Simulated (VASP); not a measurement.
Here is the system:

```xyz
2
Lattice="0.0000 2.6669 2.6669 2.6669 0.0000 2.6669 2.6669 2.6669 0.0000" Properties=species:S:1:pos:R:3 pbc="T T T"
Mg     0.0000     0.0000     0.0000
Se     2.6669     2.6669     2.6669
```

Computed with PBE0 hybrid, VASP's PBE PAW potentials (set 64) (plane waves; VASP). Numerical set-up: 520 eV cut-off, 6×6×6 Γ-centred mesh, Gaussian smearing of 0.050 eV, potentials Mg Se.

Question: What does the run give for the energy per atom (σ→0), pressure, band gap (on the k-mesh) with the smallest direct gap where there is one?

Answer: 
| Property | Result |
|---|---|
| band gap (on the k-mesh) | 3.47 eV |
| smallest direct gap (on the k-mesh) | 4.77 eV |
| energy per atom (σ→0) | -4.630 eV/atom |
| pressure | 5.34 GPa |

Total energies compare only between runs with the same potentials, cut-off and functional.

The compound is MgSe in the rock salt structure. This cell is one point of a volume scan, at 0.91 of the reference volume. The cell's shape comes from a PBE relaxation.
